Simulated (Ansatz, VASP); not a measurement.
# Cross-check of CuSiO3 between VASP and Ansatz

One calculation is typed for both programs; each brings its own data sets and cutoff. How far apart do they land?

Calculated with Ansatz 0.2.0; plane waves, with VASP 6.6.1 beside it; single point at PBEsol, DFT+U.

### 1. The structure

Symmetry: Pmma, No. 51, orthorhombic system. Conventional cell: a = 8.958 Å, b = 2.860 Å, c = 4.918 Å, α = 90.00°, β = 90.00°, γ = 90.00°. Nearest to Si lie 4 O at 1.64 to 1.67 Å. Nearest to Cu lie 4 O at 1.93 Å. Nearest to O lie 1 Si at 1.64 Å and 2 Cu at 1.93 Å. Nearest to O lie 2 Si at 1.67 Å. Farther neighbours and most contacts between anions are not listed.

### 2. Ansatz: single point, PBEsol, DFT+U

Ansatz runs on its default PAW (the set named soft_2) files.

With cell and atoms fixed, the geometry can't cause a difference; cores, projectors, grids and the points listed under the comparison can.

The input, input.yaml:

```yaml
crystal:
  lattice:
    - [8.958139, 0.0, 0.0]
    - [0.0, 5.720506, 0.0]
    - [0.0, 2.860253, 4.918236]
  atoms:
    - { symbol: Si, position: [0.75, 0.8110705, 0.877859] }
    - { symbol: Si, position: [0.75, 0.3110705, 0.877859] }
    - { symbol: Si, position: [0.25, 0.1889295, 0.122141] }
    - { symbol: Si, position: [0.25, 0.6889295, 0.122141] }
    - { symbol: Cu, position: [0.5, 0.75, 0.5], spin: 1.0 }
    - { symbol: Cu, position: [0.5, 0.25, 0.5], spin: -1.0 }
    - { symbol: Cu, position: [0.0, 0.75, 0.5], spin: 1.0 }
    - { symbol: Cu, position: [0.0, 0.25, 0.5], spin: -1.0 }
    - { symbol: O, position: [0.597254, 0.9021715, 0.695657] }
    - { symbol: O, position: [0.597254, 0.4021715, 0.695657] }
    - { symbol: O, position: [0.402746, 0.0978285, 0.304343] }
    - { symbol: O, position: [0.402746, 0.5978285, 0.304343] }
    - { symbol: O, position: [0.902746, 0.9021715, 0.695657] }
    - { symbol: O, position: [0.902746, 0.4021715, 0.695657] }
    - { symbol: O, position: [0.097254, 0.0978285, 0.304343] }
    - { symbol: O, position: [0.097254, 0.5978285, 0.304343] }
    - { symbol: O, position: [0.25, 0.527384, 0.945232] }
    - { symbol: O, position: [0.25, 0.027384, 0.945232] }
    - { symbol: O, position: [0.75, 0.972616, 0.054768] }
    - { symbol: O, position: [0.75, 0.472616, 0.054768] }
hamiltonian:
  xc: pbesol
  pseudopotentials: { kind: paw }
  hubbard: { sites: [{ species: Cu, l: d, u_eff: 6.0 }] }
magnetization:
  spin_polarized: true
kpoints:
  mp_grid: { grid: [4, 6, 6] }
scf:
  occupations: { method: fermi_dirac, width: 0.02 }
  n_extra_bands: 13
output:
  forces: true
  stress: true
  eigenvalues: true
```

The run is started by

```bash
> ansatz run input.yaml --threads 8 --pin off --max-ram 18432MiB --backend cpu --events-out ev --progress --plain --runs-dir out
```

Numbers of over 12 decimals in the logs are rounded to 6 here.

What it wrote:

```text
Si: projections on atomic orbitals take those of the free atom [Ne] 3s2 3p2, of charge +0.00 (hamiltonian.pseudopotentials.projection_atoms); the dataset's partial waves leave at most 6.1e-8 of an orbital's norm unspanned inside its sphere
Cu: projections on atomic orbitals take those of the free atom [Ne] 3s2 3p6 3d10 4s1, of charge +0.00 (hamiltonian.pseudopotentials.projection_atoms); the dataset's partial waves leave at most 2.0e-6 of an orbital's norm unspanned inside its sphere
O: projections on atomic orbitals take those of the free atom [He] 2s2 2p4, of charge +0.00 (hamiltonian.pseudopotentials.projection_atoms); the dataset's partial waves leave at most 1.9e-8 of an orbital's norm unspanned inside its sphere
scf.n_extra_bands = 13 over 82 filled bands (N_el = 164.0): the run solves 95 bands
Engine: ansatz 0.2.0, aarch64-unknown-linux-gnu
Pseudopotentials: kind: paw
Pseudopotential: Si, paw, valence charge 4, recommended cutoff 420 eV (normal), Si.paw.azcp
Pseudopotential: Cu, paw, valence charge 19, recommended cutoff 420 eV (normal), Cu.paw.azcp
Pseudopotential: O, paw, valence charge 6, recommended cutoff 420 eV (normal), O.paw.azcp
Functional definition: PBEsol
  exchange = pbesol_x
  correlation = pbesol_c
Crystal: 20 atoms, lattice volume = 252.035 Å³
Basis set: ecut = 420 eV, 4965 PW (Γ), exchange–correlation on 120×80×80 points (8 copies of the dense FFT grid, shifted against one another)
Bands: 95, of which v1, the nominal top of the filled ones, is band 82 counted from 1 (81 counted from 0)
Symmetry: 8 space group operations
Space group: Cmcm (ITA 63), of the structure as read, at distance tolerance 6.3e-5 Å
Magnetic group: BNS 63.467 (UNI 565), of the structure as read, at distance tolerance 6.3e-5 Å
k-points: 39 of 144
Non-local potential: Si, projectors of the file, l = 0: 2, l = 1: 2, l = 2: 2
Non-local potential: Cu, projectors of the file, l = 0: 3, l = 1: 2, l = 2: 3, l = 3: 1
Non-local potential: O, projectors of the file, l = 0: 2, l = 1: 2, l = 2: 1
PAW form: soft (Blöchl's): semilocal exchange-correlation on the pseudo side does not see the compensation charge
PAW frozen core: Si, regenerated for the run's functional, and the local potential with it (the file was generated under x = pbe(κ = 0.804, μ = 0.219515), c = pbe(β = 0.066725))
PAW frozen core: Cu, regenerated for the run's functional, and the local potential with it (the file was generated under x = pbe(κ = 0.804, μ = 0.219515), c = pbe(β = 0.066725))
PAW frozen core: O, regenerated for the run's functional, and the local potential with it (the file was generated under x = pbe(κ = 0.804, μ = 0.219515), c = pbe(β = 0.066725))
PAW one-centre angular grid: Si, 110 points (default); XC on 64 Gauss nodes
PAW one-centre angular grid: Cu, 590 points (default); XC on 64 Gauss nodes
PAW one-centre angular grid: O, 110 points (default); XC on 64 Gauss nodes
Initial density: superposition of atomic densities (chi_scale 0.1, normalization cell, long waves kept (reshape's long-wave potential 0.19 eV rms))
Starting moments: Σ|m| = 4 μB on 4 of 20 sites
Starting magnetic order: antiferromagnet; a translation exchanges its spin sublattices: spin-degenerate at every k-point
Initial wavefunctions: pseudopotential atomic-orbital guess
Functional: x = pbesol(κ = 0.804, μ = 0.123457), c = pbesol(β = 0.046)
SCF iter   1: F=—  HF=-35578.813215 eV  |F-HF|=—  |Δ(HF+E_count)|=         —  Δρ=8.10e-2 (↑8.10e-2 ↓8.10e-2)  dr2=3.61e1  dr2_m=6.76e0  M=0.000 μB ∫|m|=1.188 μB  β_m=0.30  ethr=3.10e-3  ⟨swp⟩=6.3  Hψ=14580  notcnv=0  defer=12
preconditioner: auto → Kerker (q_TF=auto, 2.540 Å⁻¹)  [metal: Δε(μ)=0.041 eV  Ē_g=13.553 eV  σ=0.020 eV  W_gap=0.44  n_scr=66 (ndim 8)  ℏωp=26.9 eV  f_vac=0.064  D(μ)=8.82/eV (n_scr^D=66)]
spin=Collinear: Kerker preconditioning applied to the charge; magnetization (m = ρ↑ − ρ↓) channel mixes plain (no charge-response kernel on spin).
SCF iter   2: F=—  HF=-35573.425190 eV  |F-HF|=—  |Δ(HF+E_count)|=    5.39e0  Δρ=3.64e-2 (↑3.64e-2 ↓3.64e-2)  dr2=9.41e0  dr2_m=1.43e0  M=0.000 μB ∫|m|=2.301 μB  β_m=0.30  ethr=3.10e-3  ⟨swp⟩=3.0  Hψ=8049  notcnv=0  defer=195
preconditioner: auto → Resta (q_TF=auto, 2.540 Å⁻¹)  ε∞=5.3  [insulator: Δε(μ)=0.099 eV  Ē_g=12.993 eV  σ=0.020 eV  W_gap=0.85  n_scr=66 (ndim 8)  ℏωp=26.9 eV  f_vac=0.067  D(μ)=0.61/eV (n_scr^D=0)  ε∞_Penn≈5.3]
spin=Collinear: Resta preconditioning applied to the charge; magnetization (m = ρ↑ − ρ↓) channel mixes plain (no charge-response kernel on spin).
SCF iter   3: F=—  HF=-35572.166775 eV  |F-HF|=—  |Δ(HF+E_count)|=    1.26e0  Δρ=2.06e-2 (↑2.06e-2 ↓2.06e-2)  dr2=3.21e0  dr2_m=3.70e-1  M=0.000 μB ∫|m|=2.748 μB  β_m=0.30  ethr=3.10e-3  ⟨swp⟩=3.2  Hψ=6861  notcnv=0  defer=224
SCF iter   4: F=—  HF=-35572.289182 eV  |F-HF|=—  |Δ(HF+E_count)|=   1.22e-1  Δρ=1.34e-2 (↑1.34e-2 ↓1.34e-2)  dr2=6.24e-1  dr2_m=1.51e-1  M=0.000 μB ∫|m|=3.181 μB  β_m=1.00  ethr=1.96e-3  ⟨swp⟩=3.3  Hψ=6138  notcnv=0  defer=224
SCF iter   5: F=—  HF=-35572.998023 eV  |F-HF|=—  |Δ(HF+E_count)|=   7.09e-1  Δρ=9.51e-3 (↑9.51e-3 ↓9.51e-3)  dr2=4.57e-1  dr2_m=7.77e-2  M=0.000 μB ∫|m|=3.497 μB  β_m=1.00  ethr=3.80e-4  ⟨swp⟩=3.0  Hψ=6730  notcnv=0  defer=274
[...]
SCF iter  10: F=—  HF=-35573.912617 eV  |F-HF|=—  |Δ(HF+E_count)|=   6.85e-2  Δρ=2.03e-3 (↑2.03e-3 ↓2.03e-3)  dr2=1.23e-2  dr2_m=6.31e-3  M=0.000 μB ∫|m|=3.669 μB  β_m=0.31  ethr=1.99e-5  ⟨swp⟩=2.0  Hψ=5822  notcnv=0  defer=311
SCF iter  11: F=—  HF=-35573.994133 eV  |F-HF|=—  |Δ(HF+E_count)|=   8.15e-2  Δρ=8.65e-4 (↑8.65e-4 ↓8.65e-4)  dr2=2.65e-3  dr2_m=2.28e-4  M=0.000 μB ∫|m|=3.703 μB  β_m=0.51  ethr=7.49e-6  ⟨swp⟩=2.3  Hψ=6923  notcnv=0  defer=310
SCF iter  12: F=—  HF=-35574.013577 eV  |F-HF|=—  |Δ(HF+E_count)|=   1.94e-2  Δρ=4.10e-4 (↑4.10e-4 ↓4.10e-4)  dr2=4.77e-4  dr2_m=1.27e-4  M=0.000 μB ∫|m|=3.735 μB  β_m=0.76  ethr=1.62e-6  ⟨swp⟩=2.1  Hψ=7501  notcnv=0  defer=306
SCF iter  13: F=—  HF=-35574.013966 eV  |F-HF|=—  |Δ(HF+E_count)|=   3.89e-4  Δρ=9.63e-5 (↑9.63e-5 ↓9.63e-5)  dr2=5.30e-5  dr2_m=6.24e-6  M=0.000 μB ∫|m|=3.731 μB  β_m=0.81  ethr=2.91e-7  ⟨swp⟩=2.1  Hψ=6789  notcnv=0  defer=304
SCF iter  14: F=—  HF=-35574.013761 eV  |F-HF|=—  |Δ(HF+E_count)|=   2.05e-4  Δρ=5.76e-5 (↑5.76e-5 ↓5.76e-5)  dr2=1.23e-5  dr2_m=4.24e-6  M=0.000 μB ∫|m|=3.731 μB  β_m=0.83  ethr=3.23e-8  ⟨swp⟩=2.0  Hψ=5975  notcnv=0  defer=304
SCF iter  15: F=—  HF=-35574.013765 eV  |F-HF|=—  |Δ(HF+E_count)|=   3.89e-6  Δρ=1.93e-5 (↑1.93e-5 ↓1.93e-5)  dr2=2.15e-6  dr2_m=1.74e-7  M=0.000 μB ∫|m|=3.731 μB  β_m=0.91  ethr=7.48e-9  ⟨swp⟩=2.0  Hψ=5971  notcnv=0  defer=304
SCF iter  16: F=—  HF=-35574.013766 eV  |F-HF|=—  |Δ(HF+E_count)|=   1.13e-6  Δρ=1.16e-5 (↑1.16e-5 ↓1.16e-5)  dr2=7.95e-7  dr2_m=3.66e-8  M=0.000 μB ∫|m|=3.731 μB  β_m=0.96  ethr=1.31e-9  ⟨swp⟩=2.0  Hψ=5975  notcnv=0  defer=304
SCF iter  17: F=—  HF=-35574.013766 eV  |F-HF|=—  |Δ(HF+E_count)|=   2.72e-7  Δρ=5.54e-6 (↑5.54e-6 ↓5.54e-6)  dr2=1.51e-7  dr2_m=6.81e-9  M=0.000 μB ∫|m|=3.731 μB  β_m=0.96  ethr=4.85e-10  ⟨swp⟩=2.1  Hψ=6584  notcnv=0  defer=304
SCF iter  18: F=-35574.013766 eV  HF=-35574.013766 eV  |F-HF|=2.67e-9  |Δ(HF+E_count)|=   4.05e-8  Δρ=1.29e-6 (↑1.29e-6 ↓1.29e-6)  dr2=8.40e-9  dr2_m=1.11e-9  M=0.000 μB ∫|m|=3.731 μB  ethr=6.10e-11  ⟨swp⟩=12.3  Hψ=16415  notcnv=0
SCF 1 converged in 18 iterations: F = -35574.013766 eV  dr2 = 8.40e-9
  greatest PAW one-centre occupation: 1.000 electrons in one spin orbital (limit 2), on the Cu atom at site 7 (counted from 0), in its partial waves of l = 0
SCF converged after 18 iterations
Magnetization: 0.0000 μB (82.0000 up, 82.0000 down)
Absolute magnetization: 3.6987 μB (∫|ρ↑−ρ↓|, with the PAW one-centre terms)
Spin contamination: 1.9520 ħ² per cell (⟨S²⟩ above its minimum at these occupations)
Per-site moments (μB) at R_I (Å): [(-1.1340252460130434e-17, 0.674701), (2.3742399685987043e-18, 0.674701), (8.5552875388971e-18, 0.674701), (6.504154243728959e-18, 0.674701), (0.685820, 0.796699), (-0.685820, 0.796699), (0.685820, 0.796699), (-0.685820, 0.796699), (6.320229641911058e-17, 0.674701), (-5.54612341900127e-17, 0.674701), (-3.6274462244490005e-17, 0.674701), (1.665150969016197e-17, 0.674701), (5.1146114175731825e-17, 0.674701), (-4.353980214996067e-17, 0.674701), (-9.01899200355871e-17, 0.674701), (7.135651799338583e-17, 0.674701), (0.018402, 0.690528), (-0.018402, 0.690528), (0.018402, 0.690528), (-0.018402, 0.690528)]
Free energy (F): -35574.013766 eV
Harris-Foulkes:  -35574.013766 eV  (|F-HF|=2.67e-9)
Internal energy: -35574.013766 eV  (E = F + TS)
E sigma→0 (E₀):  -35574.013766 eV
Fermi energy:    5.817179 eV
--- Per-component energies (eV) ---
  E_band       = -2565.656403
  E_kinetic    = 3473.172556
  E_local      = -29796.272908  (includes V_loc(G=0)·N_el)
  E_nonlocal   = 2238.875229
  E_hartree    = 12801.891115
  E_xc         = -1443.770391
  E_vxc        = -1763.761444  (∫ρ·V_xc dr)
  E_hubbard    = 3.344823  (on-site DFT+U / exact-exchange correction)
  E_vhub       = -104.898753  (the Hubbard potential's part of the band-sum identity)
  E_paw        = -10322.707953  (= ΣΔE_a)
  E_vpaw       = -2216.574058  (= ΣTr[D̂ρ^β])
  E_aug_tail   = 0.031453  (compensation charges beyond the density's cutoff)
  E_ewald      = -12529.952196
  E_core_change = 1.374506  (= ΣΔE_core)
  E_smearing   = -0.000000  (= −TS)
  E_closure    = 0.000000  (closes the sum)
  Σ components = -35574.013766   (vs F -35574.013766, Δ=0.00e0)
--- Forces (eV/Å), atoms counted from 1 ---
  atom   1  Si     0.00000000    -0.00000000    -0.07613243
  atom   2  Si     0.00000000     0.00000000    -0.07613243
  atom   3  Si     0.00000000    -0.00000000     0.07613243
  atom   4  Si     0.00000000     0.00000000     0.07613243
  atom   5  Cu    -0.00000000    -0.00000000     0.00000000
  atom   6  Cu     0.00000000    -0.00000000     0.00000000
  atom   7  Cu     0.00000000    -0.00000000     0.00000000
  atom   8  Cu     0.00000000    -0.00000000     0.00000000
  atom   9  O      0.01706416    -0.00000000    -0.09904089
  atom  10  O      0.01706416     0.00000000    -0.09904089
  atom  11  O     -0.01706416    -0.00000000     0.09904089
  atom  12  O     -0.01706416     0.00000000     0.09904089
  atom  13  O     -0.01706416    -0.00000000    -0.09904089
  atom  14  O     -0.01706416     0.00000000    -0.09904089
  atom  15  O      0.01706416    -0.00000000     0.09904089
  atom  16  O      0.01706416     0.00000000     0.09904089
  atom  17  O      0.00000000     0.00000000     0.15589984
  atom  18  O      0.00000000     0.00000000     0.15589984
  atom  19  O      0.00000000     0.00000000    -0.15589984
  atom  20  O      0.00000000     0.00000000    -0.15589984
  max |Σ_I F_I| component: 2.78e-17 eV/Å
--- Stress (GPa, compression-positive) ---
       -3.191825       0.000000       0.000000
        0.000000      -4.223468       0.000000
        0.000000       0.000000      -2.872387
  P = ⅓ Tr σ = -3.4292 GPa (-34.292 kbar)
--- Band table (eV; the first three rows and the last of 78) ---
  k-point 0 ↑: bands = [... 78 lower, 4.2988, 4.5527, 4.5859, 4.6957, 7.2278, 7.3868, 8.6712, 10.3228, ... 9 higher]
  k-point 1 ↑: bands = [... 78 lower, 4.4745, 4.5888, 4.5951, 4.6873, 7.2252, 7.3827, 8.9902, 10.4711, ... 9 higher]
  k-point 2 ↑: bands = [... 78 lower, 4.5910, 4.6124, 4.6703, 4.6921, 7.2199, 7.3748, 9.8049, 10.8306, ... 9 higher]
  k-point 38 ↓: bands = [... 78 lower, 4.3270, 4.3270, 4.5588, 4.5588, 7.0401, 7.0401, 11.2130, 11.2130, ... 9 higher]
Occupation matrices written to <dir>
```

The job ended after 24 s (8 threads of Arm Neoverse V2, shared host; peak memory 2.4 GiB).

In the SCF lines HF is the Harris–Foulkes energy and dr2 the Hartree energy of the density residual, in eV; the loop may stop once dr2 is under the threshold and the program's other checks hold. Hψ counts applications of the Hamiltonian.

The run ends at a pressure of -3.43 GPa, with forces up to 0.16 eV/Å.

[end of part 1 of 2]

[Lines on the potential files, build, host, timing and source positions are cut from VASP's logs without a mark.]

[Logs are printed without paths, hosts, clocks, repeated set-up lines and the standing remarks that a program may print on its own settings, such as how far it seeks lower states.]

[Hosts, paths, dates, database ids (printed as entryN), source tags and the programs' standing remarks are cut or masked in the printed files.]
